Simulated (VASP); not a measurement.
Consider the following.

```
CELL_PARAMETERS angstrom
      0.00000     2.51828     2.51828
      2.51828     0.00000     2.51828
      2.51828     2.51828     0.00000
ATOMIC_POSITIONS crystal
  Tb 0.00000 0.00000 0.00000
```

The numbers are results of PBEsol GGA, VASP's PBE PAW potentials (set 64) (plane waves; VASP 6.6.1), not measurements. Numerical set-up: 400 eV cut-off, 11×11×11 Γ-centred mesh, first-order Methfessel-Paxton smearing of 0.10 eV, potentials Tb_3.

The 4f electrons are frozen in the core of the lanthanide potential, so 4f levels, which can set the real gap, and their magnetism are missing. Energy and stress use the plane-wave basis of the starting cell.

Question: The ions, cell shape and volume are relaxed. Which structure does the run end with?

Answer: 
```
CELL_PARAMETERS angstrom
      0.00000     2.46568     2.46568
      2.46568     0.00000     2.46568
      2.46568     2.46568     0.00000
ATOMIC_POSITIONS crystal
  Tb 0.00000 0.00000 0.00000
```
Space group Fm-3m (225), at a tolerance of 0.03 Å.

Question: How do energy and volume change from the first to the last step?

Answer: The energy (σ→0) changes by -16.2 meV/atom and the volume by -6.1 %, in 3 ionic steps.

The structure was generated: Tb was put into the fcc type (Fm-3m), which need not be its known phase. This run relaxes it. Symmetry was kept, so distortions that lower it aren't found.
